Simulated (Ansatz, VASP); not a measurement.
# Si3Ge2 (Si/Ge, 8 layers (001)): VASP beside Ansatz

Aim: how closely do two programs agree when they are given the same cell, functional and k mesh? The structure shown is the end of the VASP relaxation below.

Calculated with Ansatz 0.2.0; plane waves, with VASP 6.6.1 beside it; single point at LDA.

## (1) Starting point

The cell holds 20 atoms: 12 Si and 8 Ge. Cell: a = 3.823 Å, b = 3.823 Å, c = 27.741 Å, α = 90.0°, β = 90.0°, γ = 90.0°. It derives from Si. As first built, before any earlier steps moved the atoms (in the runner's words): superlattice of 12 atoms of Si and 8 of Ge, 8 layers on the Si lattice. The structure's axis is c.

## (2) VASP: relaxation, LDA

This run makes the geometry at which the two programs are then compared.

Lines of VASP's logs that name or quote its potential files are left out, and so is its time.

The input, INCAR:

```
SYSTEM = Si3Ge2
PREC = Normal
ENCUT = 420
EDIFF = 1E-05
NELM = 120
ISMEAR = 0
SIGMA = 0.05
LREAL = Auto
ALGO = Fast
GGA = CA
NBANDS = 100
LASPH = .TRUE.
LORBIT = 11
LWAVE = .FALSE.
LCHARG = .FALSE.
KPAR = 4
NCORE = 2
IBRION = 2
NSW = 60
ISIF = 2
EDIFFG = -0.03
POTIM = 0.4
MAXMIX = 40
ISYM = 2
```

The input, POSCAR:

```
Si3Ge2
1.0
    3.8225565720      0.0000000000      0.0000000000
    0.0000000000      3.8225565720      0.0000000000
    0.0000000000      0.0000000000     27.7414723360
Si Ge
12 8
Direct
    0.0000000000      0.0000000000      0.0000000000
    0.5000000000      0.0000000000      0.0486522300
    0.5000000000      0.5000000000      0.0973044610
    0.0000000000      0.5000000000      0.1459566910
    0.0000000000      0.0000000000      0.1946089210
    0.5000000000      0.0000000000      0.2432611510
    0.5000000000      0.5000000000      0.2919133820
    0.0000000000      0.5000000000      0.3405656120
    0.0000000000      0.0000000000      0.3892178420
    0.5000000000      0.0000000000      0.4378700730
    0.5000000000      0.5000000000      0.4865223030
    0.0000000000      0.5000000000      0.5351745330
    0.0000000000      0.0000000000      0.5856404920
    0.5000000000      0.0000000000      0.6376252850
    0.5000000000      0.5000000000      0.6896100770
    0.0000000000      0.5000000000      0.7415948700
    0.0000000000      0.0000000000      0.7935796630
    0.5000000000      0.0000000000      0.8455644560
    0.5000000000      0.5000000000      0.8975492480
    0.0000000000      0.5000000000      0.9495340410
```

The input, KPOINTS:

```
Automatic mesh
0
Gamma
6 6 1
0 0 0
```

The projector-augmented-wave data sets are Si and Ge_d (LDA family, release 64).

Command:

```
> mpirun -np 8 vasp_std
```

Numbers of over 12 decimals in the logs are rounded to 6 here.

Output:

```text
[banner, memory and clock lines left out]
running    8 mpi-ranks, on    1 nodes
 distrk:  each k-point on    2 cores,    4 groups
 distr:  one band on    2 cores,    1 groups

 POSCAR found type information on POSCAR SiGe
 POSCAR found :  2 types and      20 ions
 LDA part: xc-table for (Slater(with rela. corr.)+CA(PZ))
 , standard interpolation
 POSCAR, INCAR and KPOINTS ok, starting setup
 FFT: planning ... GRIDC
 FFT: planning ... GRID_SOFT
 FFT: planning ... GRID
 WAVECAR not read
 entering main loop
       N       E                     dE             d eps       ncg     rms          rms(c)
DAV:   1     0.188632360167E+04    0.18863E+04   -0.58303E+04  4192   0.284E+03
DAV:   2     0.279426719407E+03   -0.16069E+04   -0.15306E+04  3200   0.893E+02
DAV:   3    -0.795947420643E+02   -0.35902E+03   -0.33826E+03  3524   0.219E+02
DAV:   4    -0.113889064026E+03   -0.34294E+02   -0.33583E+02  3884   0.764E+01
DAV:   5    -0.115129531557E+03   -0.12405E+01   -0.12317E+01  3760   0.155E+01    0.146E+01
RMM:   6    -0.113466996470E+03    0.16625E+01   -0.11059E+00  3751   0.352E+00    0.866E+00
RMM:   7    -0.112683558580E+03    0.78344E+00   -0.18743E+00  3672   0.359E+00    0.557E-01
RMM:   8    -0.112705738472E+03   -0.22180E-01   -0.26911E-01  4430   0.156E+00    0.505E-01
RMM:   9    -0.112707521556E+03   -0.17831E-02   -0.49462E-02  4514   0.562E-01    0.506E-01
RMM:  10    -0.112708672383E+03   -0.11508E-02   -0.67790E-03  4053   0.232E-01    0.367E-01
RMM:  11    -0.112708202420E+03    0.46996E-03   -0.69108E-03  3592   0.274E-01    0.395E-01
RMM:  12    -0.112707745965E+03    0.45645E-03   -0.10891E-03  3770   0.112E-01    0.128E-01
RMM:  13    -0.112707931414E+03   -0.18545E-03   -0.49214E-04  3456   0.578E-02    0.218E-01
RMM:  14    -0.112707696703E+03    0.23471E-03   -0.67866E-04  3651   0.836E-02    0.959E-02
RMM:  15    -0.112707714512E+03   -0.17809E-04   -0.15577E-04  3015   0.305E-02    0.929E-02
RMM:  16    -0.112707705513E+03    0.89987E-05   -0.23902E-05  2596   0.184E-02
   1 F= -.11270771E+03 E0= -.11270716E+03  d E =-.112708E+03
[...]
2 F= -.11270872E+03 E0= -.11270817E+03  d E =-.101256E-02
[...]
3 F= -.11270876E+03 E0= -.11270821E+03  d E =-.105563E-02
[...]
4 F= -.11270877E+03 E0= -.11270822E+03  d E =-.106698E-02
[...]
5 F= -.11270877E+03 E0= -.11270822E+03  d E =-.106625E-02
[...]
6 F= -.11270877E+03 E0= -.11270822E+03  d E =-.106948E-02
[...]
7 F= -.11270878E+03 E0= -.11270823E+03  d E =-.107051E-02
 curvature:  -0.73 expect dE=-0.131E-03 dE for cont linesearch -0.245E-05
 ZBRENT: accuracy reached
 trial: gam= 0.15465 g(F)=  0.180E-03 g(S)=  0.000E+00 ort =-0.743E-04 (trialstep = 0.106E+01)
 search vector abs. value=  0.196E-03
 bond charge predicted
       N       E                     dE             d eps       ncg     rms          rms(c)
DAV:   1    -0.112708880984E+03   -0.10556E-03   -0.29447E-02  4156   0.599E-01    0.202E-02
WARNING in EDDRMM: call to ZHEGV failed, returncode =   6  3     57
RMM:   2    -0.112708914803E+03   -0.33819E-04   -0.36494E-04  3822   0.993E-02    0.118E-02
RMM:   3    -0.112708925765E+03   -0.10962E-04   -0.10913E-04  2979   0.477E-02    0.230E-02
RMM:   4    -0.112708927962E+03   -0.21968E-05   -0.19844E-05  2121   0.230E-02
   8 F= -.11270893E+03 E0= -.11270838E+03  d E =-.151939E-03
 trial-energy change:   -0.000152  1 .order   -0.000130   -0.000179   -0.000081
 step:   1.9413(harm=  1.9413)  dis= 0.00248  next Energy=  -112.708939 (dE=-0.163E-03)
 reached required accuracy - stopping structural energy minimisation
```

From OUTCAR (step 2):

```text
ion  position               nearest neighbor table
   1  0.000  0.000  0.000-   2 2.34   2 2.34  20 2.37  20 2.37
   2  0.500  0.000  0.049-   1 2.34   1 2.34   3 2.34   3 2.34
   3  0.500  0.500  0.097-   4 2.34   4 2.34   2 2.34   2 2.34
   4  0.000  0.500  0.146-   5 2.34   5 2.34   3 2.34   3 2.34
   5  0.000  0.000  0.195-   4 2.34   4 2.34   6 2.34   6 2.34
   6  0.500  0.000  0.243-   5 2.34   5 2.34   7 2.34   7 2.34
   7  0.500  0.500  0.292-   8 2.34   8 2.34   6 2.34   6 2.34
   8  0.000  0.500  0.341-   7 2.34   9 2.34   9 2.34   7 2.34
   9  0.000  0.000  0.389-   8 2.34   8 2.34  10 2.34  10 2.34
  10  0.500  0.000  0.438-  11 2.34  11 2.34   9 2.34   9 2.34
  11  0.500  0.500  0.487-  10 2.34  12 2.34  10 2.34  12 2.34
  12  0.000  0.500  0.535-  11 2.34  11 2.34  13 2.37  13 2.37
  13  0.000  0.000  0.586-  12 2.37  12 2.37  14 2.39  14 2.39
  14  0.500  0.000  0.638-  15 2.39  15 2.39  13 2.39  13 2.39
  15  0.500  0.500  0.690-  14 2.39  14 2.39  16 2.39  16 2.39
  16  0.000  0.500  0.742-  15 2.39  17 2.39  17 2.39  15 2.39
  17  0.000  0.000  0.794-  18 2.39  18 2.39  16 2.39  16 2.39
  18  0.500  0.000  0.846-  19 2.39  19 2.39  17 2.39  17 2.39
  19  0.500  0.500  0.898-  18 2.39  18 2.39  20 2.39  20 2.39
  20  0.000  0.500  0.950-   1 2.37   1 2.37  19 2.39  19 2.39

  LATTYP: Found a simple tetragonal cell.
 ALAT       =     3.8225565720
 C/A-ratio  =     7.2573085090

 Subroutine GETGRP returns: Found  8 space group operations
 (whereof  4 operations were pure point group operations)

The static configuration has the point symmetry C_2v.
 The point group associated with its full space group is D_2h.

 Found     16 irreducible k-points:

   k-points           NKPTS =     16   k-points in BZ     NKDIM =     16   number of bands    NBANDS=    100

   dimension x,y,z NGX =    20 NGY =   20 NGZ =  140
   dimension x,y,z NGXF=    40 NGYF=   40 NGZF=  280

   ENCUT  =  420.0 eV  30.87 Ry    5.56 a.u.   6.39  6.39 46.36*2*pi/ulx,y,z

   NELECT =     160.0000    total number of electrons

 k-points in reciprocal lattice and weights: Automatic mesh
   0.00000000  0.00000000  0.00000000       0.028
   0.16666667  0.00000000  0.00000000       0.056
   0.00000000  0.16666667  0.00000000       0.056
   0.33333333  0.00000000  0.00000000       0.056
   0.00000000  0.33333333  0.00000000       0.056
   0.50000000  0.00000000  0.00000000       0.028
   0.00000000  0.50000000  0.00000000       0.028
   0.16666667  0.16666667  0.00000000       0.111
   0.33333333  0.16666667  0.00000000       0.111
[...]
-0.33333333  0.50000000  0.00000000       0.056
   0.50000000  0.50000000  0.00000000       0.028

 average (electrostatic) potential at core
       1 -85.2546       2 -85.1513       3 -85.1569       4 -85.1546       5 -85.1520
       6 -85.1500       7 -85.1500       8 -85.1520       9 -85.1546      10 -85.1569
      11 -85.1513      12 -85.2546      13 -74.0990      14 -74.1569      15 -74.1514
      16 -74.1524      17 -74.1524      18 -74.1513      19 -74.1568      20 -74.0990

 E-fermi :   5.9686

 k-point     1 :       0.0000    0.0000    0.0000
  band No.  band energies     occupation
    ...
     76       5.1564      2.00000
     77       5.1779      2.00000
     78       5.5649      2.00000
     79       5.9130      1.88449
     80       5.9218      1.81494
     81       6.0146      0.19387
     82       6.0256      0.10687
     83       6.2730      0.00000
     84       6.3058      0.00000
     85       6.6516      0.00000
    ...

 k-point     2 :       0.1667    0.0000    0.0000
  band No.  band energies     occupation
    ...
     76       5.1052      2.00000
     77       5.1220      2.00000
     78       5.1552      2.00000
     79       5.1723      2.00000
     80       5.8153      1.99999
     81       6.3873      0.00000
     82       6.6573      0.00000
     83       6.9962      0.00000
     84       7.3486      0.00000
     85       7.3682      0.00000
    ...

 k-point     3 :       0.0000    0.1667    0.0000
  band No.  band energies     occupation
    ...
     76       5.0960      2.00000
     77       5.1162      2.00000
     78       5.1560      2.00000
     79       5.1970      2.00000
     80       5.8282      1.99993
     81       6.3710      0.00000
     82       6.6111      0.00000
     83       6.9605      0.00000
     84       7.3262      0.00000
     85       7.3999      0.00000
    ...

  Total        6.1394048      6.2615125     -0.8075908      0.0000000      0.0000000      0.0000000
  in kB       24.2660730     24.7487054     -3.1920125      0.0000000      0.0000000      0.0000000
  external PRESSURE =      15.2742553 kB  Pullay stress =       0.0000000 kB

  energy-cutoff  :      420.00
  volume of cell :      405.36
      direct lattice vectors                 reciprocal lattice vectors
     3.822556572  0.000000000  0.000000000     0.261605023  0.000000000  0.000000000
     0.000000000  3.822556572  0.000000000     0.000000000  0.261605023  0.000000000
     0.000000000  0.000000000 27.741472336     0.000000000  0.000000000  0.036047113

 POSITION                                       TOTAL-FORCE (eV/Angst)
 -----------------------------------------------------------------------------------
      0.00000      0.00000     27.74110         0.000000      0.000000      0.014823
      1.91128      0.00000      1.34680         0.000000      0.000000      0.007919
      1.91128      1.91128      2.70017         0.000000      0.000000     -0.008515
      0.00000      1.91128      4.04882         0.000000      0.000000     -0.005400
      0.00000      0.00000      5.39772         0.000000      0.000000     -0.001130
      1.91128      0.00000      6.74768         0.000000      0.000000     -0.000095
      1.91128      1.91128      8.09885         0.000000      0.000000      0.000095
      0.00000      1.91128      9.44881         0.000000      0.000000      0.001130
      0.00000      0.00000     10.79771         0.000000      0.000000      0.005400
      1.91128      0.00000     12.14636         0.000000      0.000000      0.008515
      1.91128      1.91128     13.49973         0.000000      0.000000     -0.007919
      0.00000      1.91128     14.84690         0.000000      0.000000     -0.014823
      0.00000      0.00000     16.23889         0.000000      0.000000     -0.002682
      1.91128      0.00000     17.68880         0.000000      0.000000     -0.016734
      1.91128      1.91128     19.13029         0.000000      0.000000     -0.008575
      0.00000      1.91128     20.57288         0.000000      0.000000     -0.002360
      0.00000      0.00000     22.01512         0.000000      0.000000      0.002360
      1.91128      0.00000     23.45771         0.000000      0.000000      0.008575
      1.91128      1.91128     24.89920         0.000000      0.000000      0.016734
      0.00000      1.91128     26.34911         0.000000      0.000000      0.002682
 -----------------------------------------------------------------------------------
    total drift:                               -0.000000      0.000000     -0.000208

  FREE ENERGIE OF THE ION-ELECTRON SYSTEM (eV)
  ---------------------------------------------------
  free  energy   TOTEN  =      -112.7089279620 eV

  energy  without entropy=     -112.7078240584  energy(sigma->0) =     -112.70837601

 reached required accuracy - stopping structural energy minimisation

 total charge
# of ion       s       p       d       tot
------------------------------------------
    1        0.762   0.941   0.000   1.703
    2        0.758   0.957   0.000   1.716
    3        0.758   0.957   0.000   1.715
    4        0.758   0.958   0.000   1.716
    5        0.758   0.958   0.000   1.716
    6        0.758   0.957   0.000   1.715
    7        0.758   0.957   0.000   1.715
    8        0.758   0.958   0.000   1.716
    9        0.758   0.958   0.000   1.716
   10        0.758   0.957   0.000   1.715
   11        0.758   0.957   0.000   1.716
   12        0.762   0.941   0.000   1.703
   13        1.127   1.372  10.033  12.532
   14        1.132   1.339  10.034  12.505
   15        1.133   1.343  10.034  12.510
   16        1.133   1.342  10.034  12.510
   17        1.133   1.342  10.034  12.510
   18        1.133   1.343  10.034  12.510
   19        1.132   1.339  10.034  12.505
   20        1.127   1.372  10.033  12.532
--------------------------------------------------
tot         18.153  22.250  80.273 120.675

[... 3 further parts left out ...]
```

CONTCAR:

```
Si3Ge2
   1.00000000000000
     3.8225565719999999    0.0000000000000000    0.0000000000000000
     0.0000000000000000    3.8225565719999999    0.0000000000000000
     0.0000000000000000    0.0000000000000000   27.7414723360000011
  Si              Ge
    12     8
Direct
     0.0000000000000000    0.0000000000000000    0.9999864868821563
     0.5000000000000000    0.0000000000000000    0.0485483758005913
     0.5000000000000000    0.5000000000000000    0.0973331987687492
     0.0000000000000000    0.5000000000000000    0.1459481340248943
     0.0000000000000000    0.0000000000000000    0.1945721806857025
     0.5000000000000000    0.0000000000000000    0.2432344606353373
     0.5000000000000000    0.5000000000000000    0.2919400723646585
     0.0000000000000000    0.5000000000000000    0.3406023523142933
     0.0000000000000000    0.0000000000000000    0.3892263989751085
     0.5000000000000000    0.0000000000000000    0.4378413352312502
     0.5000000000000000    0.5000000000000000    0.4866261571994116
     0.0000000000000000    0.5000000000000000    0.5351880461178465
     0.0000000000000000    0.0000000000000000    0.5853650825476374
     0.5000000000000000    0.0000000000000000    0.6376302330217622
     0.5000000000000000    0.5000000000000000    0.6895918879655317
     0.0000000000000000    0.5000000000000000    0.7415930340515776
     0.0000000000000000    0.0000000000000000    0.7935814989484252
     0.5000000000000000    0.0000000000000000    0.8455826450344640
     0.5000000000000000    0.5000000000000000    0.8975442999782335
     0.0000000000000000    0.5000000000000000    0.9498094504523654
```

The gap is under twice the smearing width, so the edge states are partly filled and the run can't tell a small gap from a semimetal.

(Continued in part 2 of 2.)

[Lines on the potential files, build, host, timing and source positions are cut from VASP's logs without a mark.]

[Logs are printed without paths, hosts, clocks, repeated set-up lines and the standing remarks that a program may print on its own settings, such as how far it seeks lower states.]

[Hosts, paths, dates, database ids (printed as entryN), source tags and the programs' standing remarks are cut or masked in the printed files.]
